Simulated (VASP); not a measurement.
Output of a VASP run:

**OSZICAR**
```
       N       E                     dE             d eps       ncg     rms          rms(c)
DAV:   1     0.283917188639E+02    0.28392E+02   -0.58255E+03  2674   0.211E+03
DAV:   2    -0.126049747045E+02   -0.40997E+02   -0.39090E+02  2629   0.202E+02
DAV:   3    -0.131118274512E+02   -0.50685E+00   -0.50593E+00  3100   0.325E+01
DAV:   4    -0.131159715095E+02   -0.41441E-02   -0.41435E-02  3289   0.262E+00
DAV:   5    -0.131160292510E+02   -0.57742E-04   -0.57741E-04  3024   0.250E-01    0.800E+00
DAV:   6    -0.111457196725E+02    0.19703E+01   -0.28683E+01  2768   0.131E+02    0.573E+00
DAV:   7    -0.105480051217E+02    0.59771E+00   -0.58800E+00  2797   0.559E+01    0.542E-01
DAV:   8    -0.105434675544E+02    0.45376E-02   -0.11038E-01  3000   0.781E+00    0.890E-01
DAV:   9    -0.105359042910E+02    0.75633E-02   -0.12941E-01  3394   0.837E+00    0.498E-02
DAV:  10    -0.105367916982E+02   -0.88741E-03   -0.15851E-03  3102   0.557E-01    0.101E-01
DAV:  11    -0.105367644151E+02    0.27283E-04   -0.53220E-04  3738   0.439E-01    0.304E-02
DAV:  12    -0.105367854802E+02   -0.21065E-04   -0.30600E-04  2857   0.364E-01    0.238E-02
DAV:  13    -0.105367865173E+02   -0.10371E-05   -0.83399E-05  2876   0.185E-01    0.211E-03
DAV:  14    -0.105367879381E+02   -0.14208E-05   -0.34824E-07  1838   0.893E-03    0.209E-03
DAV:  15    -0.105367874987E+02    0.43939E-06   -0.10474E-06  1387   0.256E-02
   1 F= -.10536787E+02 E0= -.10536795E+02  d E =-.105368E+02
       N       E                     dE             d eps       ncg     rms          rms(c)
DAV:   1    -0.105380838197E+02   -0.12959E-02   -0.25864E-02  2749   0.420E+00    0.296E-01
DAV:   2    -0.105370843653E+02    0.99945E-03   -0.20334E-02  2765   0.322E+00    0.116E-01
DAV:   3    -0.105367916680E+02    0.29270E-03   -0.36818E-03  2787   0.135E+00    0.490E-02
DAV:   4    -0.105367582320E+02    0.33436E-04   -0.30447E-04  3169   0.270E-01    0.167E-02
DAV:   5    -0.105367716129E+02   -0.13381E-04   -0.60671E-05  2801   0.146E-01    0.797E-04
DAV:   6    -0.105367713767E+02    0.23627E-06   -0.73001E-07  1622   0.164E-02
   2 F= -.10536771E+02 E0= -.10536781E+02  d E =0.161221E-04
       N       E                     dE             d eps       ncg     rms          rms(c)
DAV:   1    -0.105374470136E+02   -0.67540E-03   -0.13161E-02  2743   0.301E+00    0.211E-01
DAV:   2    -0.105369922609E+02    0.45475E-03   -0.10267E-02  2763   0.228E+00    0.826E-02
DAV:   3    -0.105368098005E+02    0.18246E-03   -0.18691E-03  2749   0.962E-01    0.350E-02
DAV:   4    -0.105367851286E+02    0.24672E-04   -0.15455E-04  3135   0.192E-01    0.118E-02
DAV:   5    -0.105367892395E+02   -0.41109E-05   -0.30674E-05  2709   0.104E-01    0.574E-04
DAV:   6    -0.105367896185E+02   -0.37902E-06   -0.38200E-07  1455   0.119E-02
   3 F= -.10536790E+02 E0= -.10536798E+02  d E =-.211981E-05
```

OUTCAR:
```
------------------------ aborting loop because EDIFF is reached ----------------------------------------
  FORCE on cell =-STRESS in cart. coord.  units (eV):
  Direction    XX          YY          ZZ          XY          YZ          ZX
  --------------------------------------------------------------------------------------
  Total       -0.0056116     -0.0056116     -0.0056116     -0.0000000      0.0000000      0.0000000
  in kB       -0.7906937     -0.7906937     -0.7906937     -0.0000000      0.0000000      0.0000000
  external PRESSURE =      -0.7906937 kB  Pullay stress =       0.0000000 kB
  volume of cell :       11.37
      direct lattice vectors                 reciprocal lattice vectors
     0.000000000  1.784791789  1.784791789    -0.280144722  0.280144722  0.280144722
     1.784791789 -0.000000000  1.784791789     0.280144722 -0.280144722  0.280144722
     1.784791789  1.784791789 -0.000000000     0.280144722  0.280144722 -0.280144722
 POSITION                                       TOTAL-FORCE (eV/Angst)
 -----------------------------------------------------------------------------------
      0.00000      0.00000      0.00000         0.000000      0.000000      0.000000
 -----------------------------------------------------------------------------------
    total drift:                               -0.000000     -0.000000     -0.000000
  FREE ENERGIE OF THE ION-ELECTRON SYSTEM (eV)
  ---------------------------------------------------
  free  energy   TOTEN  =       -10.5367896185 eV

  energy  without entropy=      -10.5368135772  energy(sigma->0) =      -10.53679760

 reached required accuracy - stopping structural energy minimisation
```
(Selected blocks of OUTCAR.)

File POSCAR:
```
Cu
1
   -0.0000000000     1.7851911566     1.7851911566
    1.7851911566    -0.0000000000     1.7851911566
    1.7851911566     1.7851911566     0.0000000000
Cu
1
Direct
  0.0000000000   0.0000000000   0.0000000000
```

Write an INCAR and KPOINTS that could have produced this output.

Several could match; the one computed here: the input of the run itself, r2SCAN+rVV10, plane waves, VASP's PBE PAW potentials (set 64).

### KPOINTS
```
Automatic mesh
0
Gamma
16 16 16
0 0 0
```

### INCAR
```
ALGO = Normal
BPARAM = 11.95
CPARAM = 0.0093
EDIFF = 1E-6
EDIFFG = -0.01
ENCUT = 520
IBRION = 2
ISIF = 3
ISMEAR = 1
LASPH = .TRUE.
LCHARG = .FALSE.
LMAXMIX = 4
LMIXTAU = .TRUE.
LREAL = .FALSE.
LUSE_VDW = .TRUE.
LWAVE = .FALSE.
METAGGA = R2SCAN
NELM = 100
NSW = 60
PREC = Accurate
SIGMA = 0.1
SYSTEM = Cu
```

POTCAR, in this order: Cu (PBE.64 set). Program: vasp_std.

The compound is Cu in the fcc structure. This run relaxes it. Symmetry was kept, so distortions that lower it aren't found. The start is the result of an earlier pass.
